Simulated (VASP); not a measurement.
```yaml
crystal:
  lattice:
    - [3.99074, 0.00000, 0.00000]
    - [0.00000, 3.99074, 0.00000]
    - [0.00000, 0.00000, 4.10588]
  atoms:
    - { symbol: Ba, position: [0.00000, 0.00000, 0.00345] }
    - { symbol: Ti, position: [0.50000, 0.50000, 0.52153] }
    - { symbol: O, position: [0.50000, 0.50000, 0.96923] }
    - { symbol: O, position: [0.00000, 0.50000, 0.48490] }
    - { symbol: O, position: [0.50000, 0.00000, 0.48490] }
```

Calculation: r2SCAN meta-GGA, VASP's PBE PAW potentials (set 64) (plane waves; VASP). Run with 520 eV cut-off, 6×6×6 Γ-centred mesh, tetrahedra with Blöchl corrections, potentials Ba_sv Ti_sv O.

Unless said otherwise, spin-orbit coupling is left out, though it shifts the bands of the heavy elements here.

**Question.** What does the run give for the energy per atom (σ→0), band gap (over mesh and band path) with the smallest direct gap where there is one?

**Answer.** 
```
Property                                                Result
---------------------------------------------  ---------------
band gap (over mesh and band path)                     2.18 eV
smallest direct gap (over mesh and band path)          2.65 eV
energy per atom (σ→0)                          -14.853 eV/atom
```

Only differences to runs with the same potentials and settings are physical.

The compound is BaTiO3 in the tetragonal perovskite structure. It was relaxed first.
